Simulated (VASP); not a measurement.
Level of theory: HSE06 screened hybrid, VASP's PBE PAW potentials (set 64) (plane waves; VASP 6.6.1).

VASP input:

KPOINTS:
```
K-points
0
Gamma
  1 1 1
0 0 0
```

POSCAR:
```
VC36Si35
1
    4.6409808259    -8.0384148409     0.0000000000
    4.6409808259     8.0384148409     0.0000000000
    0.0000000000     0.0000000000    10.1276834094
Si C V
35 36 1
Direct
  0.9993468751   0.9998510253   0.0002873354
  0.9997765320   0.9992372805   0.4998378100
  0.2204472828   0.1076836905   0.7501136966
  0.1131298743   0.2230870494   0.2496027882
  0.9993726870   0.3326111660   0.0002724424
  0.9997393535   0.3335780238   0.4998870172
  0.2203836192   0.4457635336   0.7501014014
  0.1111951870   0.5551518142   0.2509645842
  0.9998949537   0.6664700127   0.9996660735
  0.9999558254   0.6665269964   0.5002861036
  0.2226302072   0.7778242834   0.7494769384
  0.1112591956   0.8890560508   0.2508972473
  0.3337671126   0.9998868418   0.0003145377
  0.3327807562   0.9992593553   0.4998694530
  0.5550906661   0.1111129474   0.7506352972
  0.4433603989   0.2231458972   0.2496510294
  0.3332192071   0.3331782480   0.9990887885
  0.5586765475   0.4458519133   0.7500914430
  0.4433094216   0.5532707895   0.2496638949
  0.3337844745   0.6670435643   0.0003089083
  0.3327775080   0.6665465147   0.4999064096
  0.5551200490   0.7770518533   0.7506515344
  0.4443320269   0.8886793008   0.2508621369
  0.6666355771   0.9998698480   0.0001636751
  0.6665650488   0.9998878883   0.5007977099
  0.8892191754   0.1111163603   0.7506625337
  0.7777227534   0.2220205525   0.2508533366
  0.6665817822   0.3326046914   0.0002255628
  0.6671727932   0.3336345066   0.4998798747
  0.8884040028   0.4436482596   0.7494598499
  0.7774154396   0.5551661737   0.2509259666
  0.6665671939   0.6670155726   0.0002861768
  0.6670827376   0.6666329357   0.4998498801
  0.8884006988   0.7778267792   0.7494581498
  0.7777331096   0.8886440346   0.2507981667
  0.9988999936   0.9992091453   0.8135814785
  0.9998692881   0.0000447280   0.3117736650
  0.2134114065   0.0934989926   0.5663290086
  0.1098093479   0.2214900140   0.0599653428
  0.9988327560   0.3327453362   0.8136182486
  0.9998218160   0.3327979936   0.3118447531
  0.2133682513   0.4529491756   0.5663510058
  0.1110138348   0.5554074139   0.0613589102
  0.9998290137   0.6664427348   0.8116965702
  0.9999335985   0.6664687120   0.3125726241
  0.2230876971   0.7780480528   0.5605441471
  0.1109842385   0.8886495717   0.0613441928
  0.3335152311   0.9991661991   0.8136380491
  0.3336100238   0.0000847474   0.3117935720
  0.5552589876   0.1111193235   0.5614711155
  0.4449798311   0.2214770063   0.0599614447
  0.3332592941   0.3331891183   0.8092348112
  0.3332394334   0.3331656923   0.3043364160
  0.5729620611   0.4530272802   0.5663111701
  0.4449497890   0.5566583501   0.0600025787
  0.3335128056   0.6673728561   0.8136089496
  0.3335976366   0.6665325639   0.3118236505
  0.5553116043   0.7773315259   0.5614975997
  0.4448205635   0.8889818055   0.0619653831
  0.6665131726   0.9998359444   0.8125565455
  0.6666373538   0.9998122149   0.3130713889
  0.8891476050   0.1110607995   0.5614981840
  0.7774505018   0.2215971649   0.0619690267
  0.6671075331   0.3327136187   0.8135563933
  0.6663868271   0.3328044129   0.3118500290
  0.8883209420   0.4433303175   0.5605481530
  0.7777431193   0.5553616721   0.0613250088
  0.6670428507   0.6673619253   0.8135947937
  0.6663344191   0.6665275993   0.3117887368
  0.8882637151   0.7780349399   0.5604825588
  0.7774265635   0.8889185073   0.0619474311
  0.3332328203   0.3331477893   0.5114533097
```

### INCAR
```
# general
SYSTEM   = VC36Si35
PREC     = Normal
ENCUT    = 400
LREAL    = Auto
LASPH    = .True.
ISYM     = 0
NELECT   = 298.0

# electronic loop
EDIFF    = 1E-5
NELM     = 50
NELMIN   = 4
ALGO     = Normal
LMAXMIX  = 4

# smearing
ISMEAR   = 0
SIGMA    = 0.05

# functional
GGA      = PE
LHFCALC  = .True.
AEXX     = 0.25
HFSCREEN = 0.2
PRECFOCK = Fast

# spin
ISPIN    = 2
MAGMOM   = 71*0.0 3.0

# ions
ISIF     = 0

# output
LWAVE    = .False.
LCHARG   = .False.
LORBIT   = 10
```

POTCAR, in this order: Si C V_sv (PBE.64 set). Program: vasp_gam. Read from the step before: WAVECAR.

Output

File OUTCAR:
```
 ion  position               nearest neighbor table
   1  0.999  1.000  0.000-  39 1.88  71 1.89  36 1.89  47 1.90  24 3.09   5 3.09  32 3.09  26 3.09
                             3 3.09  17 3.10   9 3.10   4 3.10  35 3.10  13 3.10  34 3.10  12 3.11
   2  1.000  0.999  0.500-  38 1.85  70 1.88  62 1.89  37 1.90  12 3.09  33 3.09  10 3.09  35 3.09
                            14 3.09  34 3.09   3 3.09  25 3.10   6 3.10  26 3.11   4 3.11
   3  0.220  0.108  0.750-  38 1.86  36 1.89  48 1.89  52 1.91  72 3.02  11 3.07  34 3.07  15 3.09
                            26 3.09   2 3.09  14 3.09   1 3.09  13 3.10  17 3.11   7 3.14  18 3.14
   4  0.113  0.223  0.250-  53 1.85  37 1.90  41 1.90  39 1.92  19 3.06  16 3.06   8 3.09  12 3.09
                            17 3.09   1 3.10   5 3.10   2 3.11  27 3.11   6 3.11  35 3.11
   5  0.999  0.333  0.000-  39 1.88  63 1.89  40 1.89  43 1.89  24 3.09   1 3.09  28 3.09  26 3.09
                             7 3.09  17 3.10   9 3.10   4 3.10  27 3.10  20 3.10  30 3.10   8 3.11
   6  1.000  0.334  0.500-  42 1.85  66 1.88  62 1.89  41 1.90   8 3.09  29 3.09  10 3.09  27 3.09
                            21 3.09  30 3.09   7 3.09  25 3.09   2 3.10  26 3.11   4 3.11
   7  0.220  0.446  0.750-  42 1.86  40 1.89  56 1.89  52 1.91  72 3.02  30 3.07  11 3.07  26 3.09
                            22 3.09   6 3.09  21 3.09   5 3.09  20 3.10  17 3.11   3 3.14  18 3.14
   8  0.111  0.555  0.251-  41 1.89  57 1.89  45 1.89  43 1.92   6 3.09  21 3.09   4 3.09  19 3.09
                            27 3.09  23 3.09  10 3.09  31 3.10  12 3.10  20 3.11   5 3.11   9 3.11
   9  1.000  0.666  1.000-  67 1.89  47 1.89  43 1.89  44 1.90  28 3.10   5 3.10  32 3.10  20 3.10
                            13 3.10   1 3.10  11 3.10  30 3.10  34 3.10  31 3.11  12 3.11   8 3.11
  10  1.000  0.667  0.500-  46 1.89  70 1.89  66 1.90  45 1.90  14 3.09   2 3.09  21 3.09  29 3.09
                             6 3.09  33 3.09  11 3.09  34 3.09  31 3.09   8 3.09  30 3.09  12 3.10
  11  0.223  0.778  0.749-  56 1.89  48 1.89  44 1.90  46 1.91   7 3.07   3 3.07  15 3.09  22 3.09
                            21 3.09  14 3.09  10 3.09  30 3.10  34 3.10   9 3.10  20 3.10  13 3.10
  12  0.111  0.889  0.251-  49 1.89  37 1.89  45 1.90  47 1.92  14 3.09   2 3.09   4 3.09  16 3.09
                            23 3.09  35 3.09  10 3.10  31 3.10   8 3.10  13 3.10   1 3.11   9 3.11
  13  0.334  1.000  0.000-  51 1.88  59 1.89  48 1.89  47 1.89  28 3.09  20 3.09  24 3.09  15 3.09
                             3 3.10  17 3.10   9 3.10  16 3.10  23 3.10   1 3.10  12 3.10  11 3.10
  14  0.333  0.999  0.500-  38 1.85  46 1.88  50 1.89  49 1.90  12 3.09  21 3.09  10 3.09  23 3.09
                             2 3.09  11 3.09   3 3.09  25 3.10  29 3.10  15 3.11  16 3.11
  15  0.555  0.111  0.751-  64 1.89  48 1.89  60 1.90  50 1.92  11 3.09  30 3.09   3 3.09  18 3.09
                            13 3.09  28 3.09  24 3.10  25 3.10  22 3.10  26 3.10  14 3.11  29 3.11
  16  0.443  0.223  0.250-  53 1.85  65 1.90  49 1.90  51 1.92  19 3.06   4 3.06  31 3.09  12 3.09
                            17 3.09  13 3.10  28 3.10  29 3.11  14 3.11  27 3.11  23 3.11
  17  0.333  0.333  0.999-  39 1.90  51 1.90  55 1.90  52 1.92   4 3.09  19 3.09  16 3.09   5 3.10
                            13 3.10  20 3.10  32 3.10   1 3.10  28 3.10   7 3.11   3 3.11  18 3.11
  18  0.559  0.446  0.750-  54 1.86  68 1.89  64 1.89  52 1.91  72 3.02  30 3.07  34 3.07  15 3.09
                            22 3.09  29 3.09  33 3.09  28 3.09  32 3.10  17 3.11   3 3.14   7 3.14
  19  0.443  0.553  0.250-  53 1.85  57 1.90  69 1.90  55 1.92  16 3.06   4 3.06   8 3.09  31 3.09
                            17 3.09  20 3.10  32 3.10  33 3.11  21 3.11  23 3.11  35 3.11
  20  0.334  0.667  0.000-  55 1.88  59 1.89  56 1.89  43 1.89  32 3.09  24 3.09  13 3.09  22 3.09
                             7 3.10  17 3.10   9 3.10  19 3.10  23 3.10   5 3.10  11 3.10   8 3.11
  21  0.333  0.667  0.500-  42 1.85  46 1.88  58 1.89  57 1.90   8 3.09  14 3.09  10 3.09  23 3.09
                             6 3.09  11 3.09   7 3.09  25 3.10  33 3.10  22 3.11  19 3.11
  22  0.555  0.777  0.751-  68 1.89  56 1.89  60 1.90  58 1.92  11 3.09  34 3.09  18 3.09   7 3.09
                            20 3.09  32 3.09  24 3.10  25 3.10  15 3.10  26 3.10  21 3.11  33 3.11
  23  0.444  0.889  0.251-  49 1.89  57 1.89  61 1.89  59 1.91  14 3.09  21 3.09  12 3.09   8 3.09
                            27 3.09  35 3.09  25 3.10  20 3.10  13 3.10  24 3.10  19 3.11  16 3.11
  24  0.667  1.000  0.000-  63 1.89  71 1.89  59 1.89  60 1.90   1 3.09   5 3.09  28 3.09  32 3.09
                            20 3.09  13 3.09  26 3.10  15 3.10  22 3.10  27 3.10  35 3.10  23 3.10
  25  0.667  1.000  0.501-  50 1.89  58 1.89  62 1.89  61 1.90   6 3.09  29 3.10  14 3.10  33 3.10
                             2 3.10  21 3.10  27 3.10  23 3.10  15 3.10  35 3.10  26 3.10  22 3.10
  26  0.889  0.111  0.751-  36 1.89  40 1.89  60 1.90  62 1.92  34 3.09   7 3.09  30 3.09   3 3.09
                             1 3.09   5 3.09  24 3.10  25 3.10  22 3.10  15 3.10   6 3.11   2 3.11
  27  0.778  0.222  0.251-  41 1.89  65 1.89  61 1.89  63 1.91   6 3.09  29 3.09  31 3.09   8 3.09
                            23 3.09  35 3.09  25 3.10   5 3.10  28 3.10  24 3.10   4 3.11  16 3.11
  28  0.667  0.333  0.000-  51 1.88  63 1.89  64 1.89  67 1.89  24 3.09  13 3.09   5 3.09  15 3.09
                            18 3.09   9 3.10  17 3.10  16 3.10  27 3.10  30 3.10  32 3.10  31 3.11
  29  0.667  0.334  0.500-  54 1.85  66 1.88  50 1.89  65 1.90  31 3.09   6 3.09  10 3.09  27 3.09
                            30 3.09  33 3.09  18 3.09  25 3.10  14 3.10  15 3.11  16 3.11
  30  0.888  0.444  0.749-  64 1.89  40 1.89  44 1.90  66 1.91  18 3.07   7 3.07  15 3.09  26 3.09
                            29 3.09   6 3.09  10 3.09  34 3.10  11 3.10   9 3.10  28 3.10   5 3.10
  31  0.777  0.555  0.251-  65 1.89  69 1.89  45 1.89  67 1.92  29 3.09  33 3.09  16 3.09  19 3.09
                            27 3.09  35 3.09  10 3.09   8 3.10  12 3.10  28 3.11  32 3.11   9 3.11
  32  0.667  0.667  0.000-  55 1.88  71 1.89  68 1.89  67 1.89  20 3.09   1 3.09  24 3.09  22 3.09
                            18 3.10  17 3.10   9 3.10  19 3.10  35 3.10  34 3.10  28 3.10  31 3.11
  33  0.667  0.667  0.500-  54 1.85  70 1.88  58 1.89  69 1.90   2 3.09  31 3.09  35 3.09  10 3.09
                            34 3.09  29 3.09  18 3.09  25 3.10  21 3.10  22 3.11  19 3.11
  34  0.888  0.778  0.749-  68 1.89  36 1.89  44 1.90  70 1.91  18 3.07   3 3.07  26 3.09  22 3.09
                            33 3.09   2 3.09  10 3.09  30 3.10  11 3.10   9 3.10  32 3.10   1 3.10
  35  0.778  0.889  0.251-  69 1.89  37 1.89  61 1.89  71 1.91  33 3.09   2 3.09  31 3.09  12 3.09
                            27 3.09  23 3.09  25 3.10   1 3.10  32 3.10  24 3.10  19 3.11   4 3.11
  36  0.999  0.999  0.814-   1 1.89  26 1.89   3 1.89  34 1.89
  37  1.000  0.000  0.312-  35 1.89  12 1.89   4 1.90   2 1.90
  38  0.213  0.093  0.566-  14 1.85   2 1.85   3 1.86  72 2.00
  39  0.110  0.221  0.060-   5 1.88   1 1.88  17 1.90   4 1.92
...
```

OSZICAR:
```
       N       E                     dE             d eps       ncg     rms          rms(c)
DAV:   1    -0.615404080901E+03   -0.61540E+03   -0.11832E+01   776   0.829E+00    0.157E+01
DAV:   2    -0.615515658115E+03   -0.11158E+00   -0.57090E-01   856   0.178E+00    0.113E+01
DAV:   3    -0.615508452408E+03    0.72057E-02   -0.51796E-02   872   0.589E-01    0.676E+00
DAV:   4    -0.615502593871E+03    0.58585E-02   -0.12977E-02   920   0.281E-01    0.392E+00
DAV:   5    -0.615500528382E+03    0.20655E-02   -0.24547E-03   848   0.126E-01    0.224E+00
DAV:   6    -0.615499784813E+03    0.74357E-03   -0.44343E-04   840   0.492E-02    0.128E+00
DAV:   7    -0.615499538133E+03    0.24668E-03   -0.18740E-04   856   0.363E-02    0.732E-01
DAV:   8    -0.615499464035E+03    0.74098E-04   -0.40586E-05   696   0.162E-02    0.423E-01
DAV:   9    -0.615499442284E+03    0.21751E-04   -0.13682E-05   532   0.101E-02    0.242E-01
DAV:  10    -0.615499437083E+03    0.52006E-05   -0.62840E-06   496   0.705E-03
   1 F= -.61549944E+03 E0= -.61549944E+03  d E =-.308257E-32  mag=     2.0000
```

**OUTCAR**
```
------------------------ aborting loop because EDIFF is reached ----------------------------------------
  volume of cell :      755.65
      direct lattice vectors                 reciprocal lattice vectors
     4.640980826 -8.038414841  0.000000000     0.107735847 -0.062201318  0.000000000
     4.640980826  8.038414841  0.000000000     0.107735847  0.062201318  0.000000000
     0.000000000  0.000000000 10.127683409     0.000000000  0.000000000  0.098739263
  FREE ENERGIE OF THE ION-ELECTRON SYSTEM (eV)
  ---------------------------------------------------
  free  energy   TOTEN  =      -615.4994370834 eV

  energy  without entropy=     -615.4994370834  energy(sigma->0) =     -615.49943708

  exchange ACFDT corr.  =         0.00000000  see jH, gK, PRB 81, 115126

 total charge

# of ion       s       p       d       tot
------------------------------------------
    1        0.706   0.989   0.000   1.695
    2        0.711   0.996   0.000   1.707
    3        0.709   0.988   0.000   1.697
    4        0.706   0.983   0.000   1.690
    5        0.706   0.989   0.000   1.696
    6        0.711   0.996   0.000   1.707
    7        0.709   0.988   0.000   1.697
    8        0.708   0.981   0.000   1.689
    9        0.705   0.983   0.000   1.688
   10        0.706   0.978   0.000   1.684
   11        0.709   0.979   0.000   1.688
   12        0.708   0.981   0.000   1.689
   13        0.706   0.989   0.000   1.696
   14        0.711   0.996   0.000   1.707
   15        0.708   0.981   0.000   1.689
   16        0.706   0.983   0.000   1.690
   17        0.706   0.968   0.000   1.674
   18        0.709   0.988   0.000   1.697
   19        0.706   0.984   0.000   1.690
   20        0.706   0.989   0.000   1.696
   21        0.711   0.996   0.000   1.707
   22        0.708   0.980   0.000   1.688
   23        0.708   0.984   0.000   1.692
   24        0.706   0.985   0.000   1.692
   25        0.707   0.983   0.000   1.690
   26        0.708   0.981   0.000   1.689
   27        0.708   0.984   0.000   1.693
   28        0.706   0.989   0.000   1.696
   29        0.711   0.996   0.000   1.707
   30        0.709   0.979   0.000   1.688
   31        0.708   0.981   0.000   1.689
   32        0.706   0.989   0.000   1.695
   33        0.711   0.996   0.000   1.707
   34        0.709   0.979   0.000   1.688
   35        0.708   0.984   0.000   1.692
   36        0.828   1.732   0.000   2.559
   37        0.827   1.726   0.000   2.553
   38        0.849   1.734   0.000   2.583
   39        0.828   1.730   0.000   2.558
   40        0.828   1.732   0.000   2.559
   41        0.827   1.727   0.000   2.553
   42        0.849   1.734   0.000   2.583
   43        0.827   1.722   0.000   2.549
   44        0.825   1.723   0.000   2.548
   45        0.827   1.727   0.000   2.553
   46        0.836   1.719   0.000   2.556
   47        0.827   1.722   0.000   2.549
   48        0.828   1.731   0.000   2.559
   49        0.827   1.727   0.000   2.553
   50        0.829   1.722   0.000   2.550
   51        0.828   1.729   0.000   2.557
   52        0.825   1.706   0.000   2.531
   53        0.836   1.729   0.000   2.564
   54        0.848   1.734   0.000   2.583
   55        0.828   1.729   0.000   2.557
   56        0.828   1.731   0.000   2.559
   57        0.827   1.727   0.000   2.553
   58        0.829   1.722   0.000   2.550
   59        0.828   1.729   0.000   2.557
   60        0.826   1.726   0.000   2.552
   61        0.826   1.728   0.000   2.554
   62        0.829   1.722   0.000   2.550
   63        0.828   1.729   0.000   2.557
   64        0.828   1.732   0.000   2.560
   65        0.827   1.727   0.000   2.553
   66        0.836   1.719   0.000   2.556
   67        0.827   1.722   0.000   2.549
   68        0.828   1.732   0.000   2.559
   69        0.827   1.726   0.000   2.553
   70        0.836   1.719   0.000   2.555
   71        0.828   1.729   0.000   2.557
   72        2.298   6.235   3.208  11.742
--------------------------------------------------
tot         56.960 102.886   3.208 163.054

 magnetization (x)

# of ion       s       p       d       tot
------------------------------------------
    1        0.000   0.000   0.000   0.000
    2        0.005   0.005   0.000   0.010
    3        0.004   0.003   0.000   0.007
    4        0.002   0.003   0.000   0.006
    5        0.000   0.000   0.000   0.000
    6        0.005   0.005   0.000   0.010
    7        0.004   0.003   0.000   0.007
    8        0.000   0.000   0.000   0.000
    9       -0.000  -0.000   0.000  -0.000
   10       -0.000  -0.000   0.000  -0.000
   11        0.000   0.000   0.000   0.000
   12        0.000   0.000   0.000   0.000
   13        0.000   0.000   0.000   0.000
...
```
(Selected blocks of OUTCAR.)

The cell is charged, with a uniform compensating background. The supercell is sampled at Γ alone, which is coarse: total energies, pressure and levels can be off, energies of defects by several tenths of an eV.

The cell is a supercell with a defect, built from SiC (4h): V_Si, charge -1. The cell's shape comes from a PBE relaxation.
